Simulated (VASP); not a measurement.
Given:

```yaml
crystal:
  lattice:
    - [4.12301, 0.00000, 0.00000]
    - [0.00000, 4.12301, 0.00000]
    - [0.00000, 0.00000, 4.12301]
  atoms:
    - { symbol: Ba, position: [0.00000, 0.00000, 0.00000] }
    - { symbol: Hf, position: [0.50000, 0.50000, 0.50000] }
    - { symbol: O, position: [0.50000, 0.00000, 0.50000] }
    - { symbol: O, position: [0.00000, 0.50000, 0.50000] }
    - { symbol: O, position: [0.50000, 0.50000, 0.00000] }
```

All values below come from LDA (Ceperley-Alder, Perdew-Zunger), VASP's LDA PAW potentials (set 64) (plane waves; VASP). Settings: 520 eV cut-off, 6×6×6 Γ-centred mesh, tetrahedra with Blöchl corrections, potentials Ba_sv Hf_pv O.

The cores are frozen, which limits the accuracy of field gradients.

**Question.** Give the principal components of the electric field gradient (V/Å²) and the asymmetry η at each nucleus.

**Answer.** 
```csv
atom,Vxx,Vyy,Vzz,η
Ba1,0.0,0.0,0.0,-
Hf2,0.0,0.0,0.0,-
O3,6.9,6.9,-13.8,0.00
O4,6.9,6.9,-13.8,0.00
O5,6.9,6.9,-13.8,0.00
```

The compound is BaHfO3 in the cubic perovskite structure. It was relaxed first.
